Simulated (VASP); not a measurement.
# BaTi2Bi2O with PBEsol: from relaxation to properties, part 3 of 4

Wanted: the relaxed cell of BaTi2Bi2O and its properties. The start is a computed cell from the Materials Project.

VASP 6.6.1; PBEsol, no spin polarisation; plane waves and PAW (Ba_sv, Ti_sv, Bi_d, O).

Still holding for the runs below: This run has no spin polarisation, although Ti can carry a moment.

So far. Step 3 (Second relaxation): It ends with a largest force of 0.001 eV/Å and a pressure of -0.02 GPa. The volume moved by under 0.01 %: the run met its threshold at the first step. Step 4 (Single point with fields (PBEsol)): In this run the pressure is -0.02 GPa, small enough to go on. The relaxed cell has a = 4.057, c = 8.508 Å (conventional setting).

### 5. Band structure (PBEsol)

The mesh alone shows little of the dispersion and can miss band extrema, so KPOINTS_OPT adds a path through the symmetry points after the self-consistent cycle.

The input, INCAR:

```
SYSTEM = BaTi2Bi2O
PREC = Accurate
ENCUT = 520
EDIFF = 1E-06
NELM = 100
ISMEAR = 0
SIGMA = 0.05
LREAL = .FALSE.
ALGO = Normal
GGA = PS
NBANDS = 53
LASPH = .TRUE.
LORBIT = 11
LWAVE = .FALSE.
LCHARG = .FALSE.
KPAR = 4
```

The input, POSCAR:

```
BaTi2Bi2O
1.0
    4.0570174679      0.0000000000      0.0000000000
    0.0000000000      4.0570174679      0.0000000000
    0.0000000000      0.0000000000      8.5078441849
Ba Ti Bi O
1 2 2 1
Direct
    0.5000000000      0.5000000000      0.5000000000
    0.0000000000      0.5000000000      0.0000000000
    0.5000000000      0.0000000000      0.0000000000
    0.0000000000      0.0000000000      0.2485024431
    0.0000000000      0.0000000000      0.7514975569
    0.5000000000      0.5000000000      0.0000000000
```

The input, KPOINTS:

```
Automatic mesh
0
Gamma
7 7 3
0 0 0
```

The input, KPOINTS_OPT:

```
Line mode
16
Line-mode
Reciprocal
  0.00000000   0.00000000   0.00000000 GAMMA
  0.00000000   0.50000000   0.00000000 X

  0.00000000   0.50000000   0.00000000 X
  0.50000000   0.50000000   0.00000000 M

  0.50000000   0.50000000   0.00000000 M
  0.00000000   0.00000000   0.00000000 GAMMA

  0.00000000   0.00000000   0.00000000 GAMMA
  0.00000000   0.00000000   0.50000000 Z

  0.00000000   0.00000000   0.50000000 Z
  0.00000000   0.50000000   0.50000000 R

  0.00000000   0.50000000   0.50000000 R
  0.50000000   0.50000000   0.50000000 A

  0.50000000   0.50000000   0.50000000 A
  0.00000000   0.00000000   0.50000000 Z

  0.00000000   0.50000000   0.00000000 X
  0.00000000   0.50000000   0.50000000 R

  0.50000000   0.50000000   0.00000000 M
  0.50000000   0.50000000   0.50000000 A
```

PAW data sets: Ba_sv, Ti_sv, Bi_d and O (PBE family, release 64).

Command:

```bash
$ mpirun -np 4 vasp_std
```

What it wrote:

```text
[... set-up lines as in an earlier step ...]
 entering main loop
       N       E                     dE             d eps       ncg     rms          rms(c)
DAV:   1     0.951174693970E+03    0.95117E+03   -0.33674E+04  2120   0.155E+03
DAV:   2     0.965214315881E+02   -0.85465E+03   -0.81376E+03  2120   0.483E+02
DAV:   3    -0.334916620832E+02   -0.13001E+03   -0.12540E+03  2733   0.186E+02
DAV:   4    -0.455317227962E+02   -0.12040E+02   -0.11849E+02  3464   0.495E+01
DAV:   5    -0.461197145941E+02   -0.58799E+00   -0.58685E+00  2947   0.839E+00    0.189E+01
DAV:   6    -0.435657978829E+02    0.25539E+01   -0.40875E+01  3219   0.316E+01    0.130E+01
DAV:   7    -0.407457658296E+02    0.28200E+01   -0.15521E+01  2648   0.208E+01    0.692E+00
DAV:   8    -0.404388363134E+02    0.30693E+00   -0.14062E+00  2484   0.562E+00    0.269E+00
DAV:   9    -0.404114790397E+02    0.27357E-01   -0.44008E-01  2881   0.354E+00    0.150E+00
DAV:  10    -0.403888870629E+02    0.22592E-01   -0.10765E-01  2713   0.187E+00    0.501E-01
DAV:  11    -0.403889094951E+02   -0.22432E-04   -0.13776E-02  2969   0.528E-01    0.233E-01
DAV:  12    -0.403889640503E+02   -0.54555E-04   -0.28984E-03  2604   0.229E-01    0.502E-02
DAV:  13    -0.403889580173E+02    0.60330E-05   -0.46664E-04  2822   0.109E-01    0.467E-02
DAV:  14    -0.403889418760E+02    0.16141E-04   -0.15067E-04  2775   0.569E-02    0.111E-02
DAV:  15    -0.403889410666E+02    0.80941E-06   -0.12941E-05  2532   0.215E-02    0.604E-03
DAV:  16    -0.403889403741E+02    0.69248E-06   -0.13530E-06  1884   0.609E-03
   1 F= -.40388940E+02 E0= -.40386593E+02  d E =-.469451E-02
 Start KPOINTS_OPT (optional k-point list driver)
k-point batch [1-20\144]
       N       E                     dE             ncg
DAV:   1     0.210789579322E+04   -0.19128E+05     2120
DAV:   2    -0.147314126875E+05   -0.16839E+05     2128
DAV:   3    -0.172677445573E+05   -0.25363E+04     2724
DAV:   4    -0.175178322465E+05   -0.25009E+03     3432
DAV:   5    -0.175308089426E+05   -0.12977E+02     2963
DAV:   6    -0.175311908594E+05   -0.38192E+00     3113
DAV:   7    -0.175312057348E+05   -0.14875E-01     3040
DAV:   8    -0.175312060286E+05   -0.29377E-03     3140
DAV:   9    -0.175312060385E+05   -0.99687E-05     2544
DAV:  10    -0.175312060388E+05   -0.27440E-06     1780
[...]
k-point batch [141-144\144]
       N       E                     dE             ncg
DAV:   1     0.362469560997E+05   -0.92932E+04      424
DAV:   2     0.328795654469E+05   -0.33674E+04      440
DAV:   3     0.323843746603E+05   -0.49519E+03      569
DAV:   4     0.323397445839E+05   -0.44630E+02      640
DAV:   5     0.323373029845E+05   -0.24416E+01      598
DAV:   6     0.323372500494E+05   -0.52935E-01      603
DAV:   7     0.323372479668E+05   -0.20826E-02      638
DAV:   8     0.323372479334E+05   -0.33394E-04      614
DAV:   9     0.323372479322E+05   -0.11796E-05      486
DAV:  10     0.323372479322E+05   -0.49622E-07      368
```

Wall time 2.8 min (4 MPI ranks of Intel Xeon Platinum 8124M at 3.00GHz (Skylake/Cascade Lake), shared host); peak memory 1.6 GiB.

From OUTCAR (step 5):

```text
   k-points           NKPTS =     20   k-points in BZ     NKDIM =     20   number of bands    NBANDS=     53

   NELECT =      70.0000    total number of electrons

 E-fermi :   6.9206

 k-point     1 :       0.0000    0.0000    0.0000
  band No.  band energies     occupation
    ...
     31       5.0345      2.00000
     32       5.3783      2.00000
     33       5.6141      2.00000
     34       6.6137      2.00000
     35       6.8385      1.97978
     36       7.2686      0.00000
     37       7.2686      0.00000
     38       7.7692      0.00000
     39       8.1048      0.00000
     40       8.1048      0.00000
    ...

  Total       -0.0087333     -0.0087333     -0.0182653      0.0000000     -0.0000000      0.0000000
  in kB       -0.0999212     -0.0999212     -0.2089799      0.0000000     -0.0000000      0.0000000
  external PRESSURE =      -0.1362741 kB  Pullay stress =       0.0000000 kB

 POSITION                                       TOTAL-FORCE (eV/Angst)
 -----------------------------------------------------------------------------------
      2.02851      2.02851      4.25392        -0.000000      0.000000      0.000000
      0.00000      2.02851      0.00000        -0.000000      0.000000      0.000000
      2.02851      0.00000      0.00000        -0.000000      0.000000      0.000000
      0.00000      0.00000      2.11422         0.000000      0.000000      0.000569
      0.00000      0.00000      6.39362        -0.000000     -0.000000     -0.000569
      2.02851      2.02851      0.00000        -0.000000      0.000000      0.000000
 -----------------------------------------------------------------------------------
    total drift:                                0.000000     -0.000000      0.000000

  FREE ENERGIE OF THE ION-ELECTRON SYSTEM (eV)
  ---------------------------------------------------
  free  energy   TOTEN  =       -40.3889403741 eV

  energy  without entropy=      -40.3842458659  energy(sigma->0) =      -40.38659312

[... 8 parts as in an earlier step ...]

[... 8 further parts left out ...]
```

Spin-orbit coupling is off here; with elements this heavy it splits and shifts levels by tenths of an eV or more.

This step gave:

- bands: 53
- pressure: -0.01363 GPa

Electronic bands along the path, in eV, zero at the Fermi level; # counts the bands kept, so #1 is VASP's band 26:

```
          point     #7     #8     #9    #10    #11   #12   #13   #14
              Γ  -1.54  -1.31  -0.31  -0.08   0.35  0.35  0.85  1.18
0.47 of the way  -1.57  -1.21  -1.04  -0.81   0.40  0.86  0.89  1.15
              X  -1.92  -0.96  -0.96   0.11   0.20  0.28  0.85  0.88
0.53 of the way  -2.60  -2.16  -1.25  -0.17   0.13  1.09  1.31  1.40
              M  -3.09  -3.09  -1.91  -0.12  -0.12  1.45  1.62  1.70
0.47 of the way  -2.32  -2.29  -0.71  -0.59   0.56  0.82  0.93  1.14
              Γ  -1.54  -1.31  -0.31  -0.08   0.35  0.35  0.85  1.18
0.47 of the way  -1.83  -1.54  -0.37  -0.03   0.08  0.08  0.75  1.21
              Z  -1.76  -1.54  -0.35  -0.17  -0.17  0.05  0.62  1.22
0.47 of the way  -1.54  -1.50  -1.21   0.03   0.27  0.39  0.84  1.35
              R  -2.19  -1.19  -0.77   0.29   0.31  0.76  0.88  1.54
0.53 of the way  -2.67  -2.40  -1.86   0.08   0.14  1.02  1.31  1.44
              A  -2.36  -2.36  -1.76  -0.21  -0.21  1.35  1.35  1.50
0.47 of the way  -2.32  -2.04  -1.90  -0.38   0.82  1.00  1.03  1.13
              Z  -1.76  -1.54  -0.35  -0.17  -0.17  0.05  0.62  1.22
      jump to X  -1.92  -0.96  -0.96   0.11   0.20  0.28  0.85  0.88
0.47 of the way  -2.04  -1.11  -0.83   0.20   0.28  0.48  0.88  1.05
              R  -2.19  -1.19  -0.77   0.29   0.31  0.76  0.88  1.54
      jump to M  -3.09  -3.09  -1.91  -0.12  -0.12  1.45  1.62  1.70
0.53 of the way  -2.61  -2.61  -1.83  -0.16  -0.16  1.49  1.62  1.67
              A  -2.36  -2.36  -1.76  -0.21  -0.21  1.35  1.35  1.50
```

Of the projections kept (Ba, Ti, Bi, O), the largest for each band there; the rest of the weight can lie on other orbitals:

```
point       #7       #8       #9      #10      #11      #12      #13      #14
    Γ  Ti 1.00  Ti 0.80  Bi 0.81  Ba 0.70  Bi 0.86  Bi 0.86  Ti 0.86  Ti 0.91
    X  Bi 0.51  Ti 0.64  Ti 0.60  Ti 0.92  Ba 0.66  Ti 0.99  Ti 0.53  Ti 0.99
    M  Bi 0.75  Bi 0.75  Ti 0.53  Ti 0.96  Ti 0.96  Ba 0.77  Ti 0.99  Ti 1.00
    Γ  Ti 1.00  Ti 0.80  Bi 0.81  Ba 0.70  Bi 0.86  Bi 0.86  Ti 0.86  Ti 0.91
    Z  Ti 0.67  Ti 1.00  Ti 0.84  Bi 0.73  Bi 0.73  Ba 0.96  Ti 0.96  Ti 0.95
    R  Bi 0.58  Ti 0.53  Ti 0.75  Ti 0.99  Ti 0.92  Ba 0.73  Ti 0.99  Ti 0.49
```

There is no gap at this level.

### 6. Total and projected DOS (PBEsol)

A density of states needs more k-points than a total energy; ISMEAR = -5 takes tetrahedra, and LORBIT projects the states on the PAW spheres. The mesh is finer than in the run before.

Changes to INCAR since step 5:

```diff
@@ -5,3 +5,3 @@
 NELM = 100
-ISMEAR = 0
+ISMEAR = -5
 SIGMA = 0.05
@@ -16 +16,2 @@
 KPAR = 4
+NEDOS = 2001
```

POSCAR is that of step 5.

The input, KPOINTS:

```
Automatic mesh
0
Gamma
10 10 5
0 0 0
```

Command:

```bash
$ mpirun -np 4 vasp_std
```

What it wrote:

```text
[... set-up lines as in an earlier step ...]
 entering main loop
       N       E                     dE             d eps       ncg     rms          rms(c)
DAV:   1     0.955851860727E+03    0.95585E+03   -0.33654E+04  6683   0.155E+03
DAV:   2     0.970425798831E+02   -0.85881E+03   -0.81727E+03  6718   0.485E+02
DAV:   3    -0.335774735394E+02   -0.13062E+03   -0.12596E+03  8583   0.188E+02
DAV:   4    -0.455561059769E+02   -0.11979E+02   -0.11805E+02 10871   0.492E+01
DAV:   5    -0.461269319376E+02   -0.57083E+00   -0.56979E+00  9293   0.814E+00    0.189E+01
DAV:   6    -0.437659028026E+02    0.23610E+01   -0.42624E+01  9935   0.318E+01    0.135E+01
DAV:   7    -0.407498672460E+02    0.30160E+01   -0.17233E+01  8469   0.212E+01    0.691E+00
DAV:   8    -0.404290761972E+02    0.32079E+00   -0.13730E+00  7968   0.567E+00    0.267E+00
DAV:   9    -0.404010559606E+02    0.28020E-01   -0.42245E-01  9316   0.346E+00    0.144E+00
DAV:  10    -0.403825665917E+02    0.18489E-01   -0.99239E-02  8319   0.181E+00    0.548E-01
DAV:  11    -0.403829630348E+02   -0.39644E-03   -0.13106E-02  9445   0.561E-01    0.162E-01
DAV:  12    -0.403833045874E+02   -0.34155E-03   -0.10139E-03  8906   0.156E-01    0.465E-02
DAV:  13    -0.403833275120E+02   -0.22925E-04   -0.11128E-04  9465   0.534E-02    0.144E-02
DAV:  14    -0.403833441641E+02   -0.16652E-04   -0.21996E-05  8637   0.230E-02    0.781E-03
DAV:  15    -0.403833468272E+02   -0.26631E-05   -0.30152E-06  6756   0.881E-03    0.157E-03
DAV:  16    -0.403833494439E+02   -0.26167E-05   -0.23361E-07  4164   0.310E-03    0.979E-04
DAV:  17    -0.403833473117E+02    0.21322E-05   -0.10271E-07  4094   0.234E-03    0.194E-04
DAV:  18    -0.403833473584E+02   -0.46735E-07   -0.26826E-08  4029   0.106E-03
   1 F= -.40383347E+02 E0= -.40383347E+02  d E =0.000000E+00
 -----------------------------------------------------------------------------
|                                                                             |
|           W    W    AA    RRRRR   N    N  II  N    N   GGGG   !!!           |
|           W    W   A  A   R    R  NN   N  II  NN   N  G    G  !!!           |
|           W    W  A    A  R    R  N N  N  II  N N  N  G       !!!           |
|           W WW W  AAAAAA  RRRRR   N  N N  II  N  N N  G  GGG   !            |
|           WW  WW  A    A  R   R   N   NN  II  N   NN  G    G                |
|           W    W  A    A  R    R  N    N  II  N    N   GGGG   !!!           |
|                                                                             |
|     Tetrahedron method does not include variations of the Fermi             |
|     occupations, so forces and stress will be inaccurate. We suggest        |
|     using a different smearing scheme ISMEAR = 1 or 2 for metals in         |
|     relaxations.                                                            |
|                                                                             |
 -----------------------------------------------------------------------------
```

The job ended after 1.9 min (4 MPI ranks; peak memory 2.1 GiB).

From OUTCAR (step 6):

```text
   k-points           NKPTS =     63   k-points in BZ     NKDIM =     63   number of bands    NBANDS=     53

   NELECT =      70.0000    total number of electrons

 E-fermi :   6.9439

 k-point     1 :       0.0000    0.0000    0.0000
  band No.  band energies     occupation
    ...
     31       5.0421      2.00000
     32       5.3846      2.00000
     33       5.6162      2.00000
     34       6.6135      2.00000
     35       6.8303      2.00000
     36       7.2729     -0.02906
     37       7.2729      0.00000
     38       7.7770      0.00000
     39       8.1155      0.00000
     40       8.1155      0.00000
    ...

  Total        0.0286566      0.0286566     -0.1155829      0.0000000      0.0000000      0.0000000
  in kB        0.3278697      0.3278697     -1.3224246      0.0000000      0.0000000      0.0000000
  external PRESSURE =      -0.2222284 kB  Pullay stress =       0.0000000 kB

 POSITION                                       TOTAL-FORCE (eV/Angst)
 -----------------------------------------------------------------------------------
      2.02851      2.02851      4.25392         0.000000      0.000000      0.000000
      0.00000      2.02851      0.00000         0.000000      0.000000      0.000000
      2.02851      0.00000      0.00000         0.000000      0.000000      0.000000
      0.00000      0.00000      2.11422         0.000000      0.000000      0.008531
      0.00000      0.00000      6.39362         0.000000     -0.000000     -0.008531
      2.02851      2.02851      0.00000         0.000000      0.000000      0.000000
 -----------------------------------------------------------------------------------
    total drift:                                0.000000     -0.000000      0.000000

  FREE ENERGIE OF THE ION-ELECTRON SYSTEM (eV)
  ---------------------------------------------------
  free  energy   TOTEN  =       -40.3833473584 eV

  energy  without entropy=      -40.3833473584  energy(sigma->0) =      -40.38334736

[... 6 parts as in an earlier step ...]

[... 10 further parts left out ...]
```

With tetrahedra the forces and stress of a metal are not exact derivatives of the energy.

This step gave:

| Quantity | Value |
| --- | --- |
| electronic steps | 18 |
| irreducible k points | 63 |
| free energy (TOTEN) | -40.38 eV |
| Fermi energy | 6.944 eV |
| pressure | -0.02222 GPa |
| DOS at the Fermi level | 3.148 states/eV/cell |

The density of states has structure finer than the step of the table below, so its rows give means over 0.5 eV, whole bins alone (the curve runs from -12 to 1.79 eV). Peaks (eV: height): total -10.71: 8.16, 0.94: 8.51, 1.22: 10.3, 1.65: 11.3; Ti d 0.43: 3.46, 0.94: 5.45, 1.22: 6.56, 1.65: 7.32; Bi p -3.57: 1.28, -2.78: 1.36, -2.35: 1.42, -1.85: 1.40; Ba d 0.43: 0.503, 0.65: 0.565, 1.44: 0.768, 1.72: 0.773; O p -7.00: 1.58, -5.78: 3.57, 1.65: 0.500.

States under -12.0 eV and over 1.8 eV are left out. The density of states by energy, zero at the Fermi level; means over each step; 7 of 9 lines; values in states/eV/cell:

```
energy (eV)   total     Ti d     Bi p     Ba d      O p     Ti p     Ti s
      -11.5   0.388  0.00358  0.00108   4.2e-5   3.3e-4  0.00142  0.00589
      -11.0    3.28   0.0174  0.00999  0.00675  0.00829   0.0275   0.0383
      -10.5    4.31   0.0524  0.00665   0.0125  0.00480   0.0339  0.00861
      -10.0  7.3e-4        0        0        0        0        0        0
       -9.5       0        0        0        0        0        0        0
       -9.0       0        0        0        0        0        0        0
       -8.5       0        0        0        0        0        0        0
       -8.0       0        0        0        0        0        0        0
       -7.5   0.511   0.0906  0.00311   1.2e-4    0.254  0.00264   0.0339
       -7.0    2.26    0.363   0.0115   5.5e-4     1.18   0.0349    0.127
       -6.5    1.56    0.198  0.00912   3.0e-4    0.842   0.0607   0.0657
       -6.0    3.06    0.311   0.0411  0.00186     1.56    0.114   0.0367
       -5.5    3.88    0.255   0.0555  0.00289     2.09    0.205   0.0164
       -5.0   0.705   0.0221   0.0184  0.00150    0.372   0.0209  0.00193
       -4.5   0.282   0.0325   0.0598  0.00185   0.0148  0.00205   0.0153
       -4.0    1.31    0.141    0.315   0.0144   0.0234   0.0120   0.0602
       -3.5    3.68    0.389    0.974   0.0993   0.0590   0.0507    0.121
       -3.0    3.12    0.321    0.861   0.0957   0.0596   0.0542   0.0429
       -2.5    4.47    0.542     1.28    0.116    0.123   0.0697   0.0301
       -2.0    4.50    0.876     1.24    0.106   0.0801   0.0703   0.0246
       -1.5    3.95     1.15    0.904    0.100   0.0845   0.0621   0.0151
       -1.0    2.64    0.815    0.589   0.0624   0.0557   0.0582   0.0112
       -0.5    2.03    0.985    0.215   0.0651   0.0498   0.0170  0.00942
        0.0    3.43     1.89    0.262    0.114   0.0593   0.0235   0.0222
        0.5    4.66     2.31    0.229    0.423   0.0825   0.0183   0.0257
        1.0    7.41     4.58    0.285    0.403    0.167   0.0352   0.0324
        1.5    9.13     5.63    0.194    0.655    0.301   0.0219   0.0443
```

The finer mesh and the other smearing move the Fermi level by +0.02 eV from the 7×7×3 run, a small shift, which tests the Fermi level alone. Of the states within 0.3 eV of the Fermi level, the largest shares in the PAW spheres are Ti d 55 % and Bi p 8 %. The rest lies in smaller channels or between the spheres.

[end of part 3 of 4]

[Lines on the potential files, build, host, timing and source positions are cut from VASP's logs without a mark.]

[Logs are printed without paths, hosts, clocks, repeated set-up lines and the standing remarks that a program may print on its own settings, such as how far it seeks lower states.]

[Hosts, paths, dates, database ids (printed as entryN), source tags and the programs' standing remarks are cut or masked in the printed files.]

[A measured line is paired with the nearest computed mode of its activity, which favours agreement.]
